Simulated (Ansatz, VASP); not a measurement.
## One calculation of SnC3, two programs

```
CELL_PARAMETERS angstrom
2.97889 0.00000 0.00000
0.00000 2.97889 0.00000
0.00000 0.00000 4.64352
ATOMIC_POSITIONS crystal
C 0.50000 0.00000 0.82036
C 0.50000 0.50000 0.00000
C 0.00000 0.50000 0.17964
Sn 0.00000 0.00000 0.50000
```

Alike in both runs: task single point; functional PBE; k mesh 8 × 8 × 6; occupations fermi-dirac, width 0.02 eV; non-collinear spin, spin-orbit coupling.

|  | VASP | Ansatz |
| --- | --- | --- |
| version | VASP 6.6.1 | Ansatz 0.2.0 |
| potentials or method | VASP PAW PBE potentials, release 64 (C, Sn_d) | plane waves, PAW |
| plane-wave cutoff (eV) | 520 | 420 |
| valence electrons in the cell | 26 | 26 |

Ansatz gave:

```
pressure (GPa)                                  : 2.5
largest component of the traceless stress (GPa) : 0.63
rms of the force components (eV/Å)              : 0.139
net moment per atom (μB)                        : 0.00
```

Question: What did VASP give for the same quantities?

Answer: Pressure (GPa): 2.6; largest component of the traceless stress (GPa): 0.55; rms of the force components (eV/Å): 0.136; net moment per atom (μB): 0.00.

Atom by atom the forces differ by 0.003 eV/Å (rms over components). With one functional, cell and mesh, what is left measures potentials, basis and numerics.
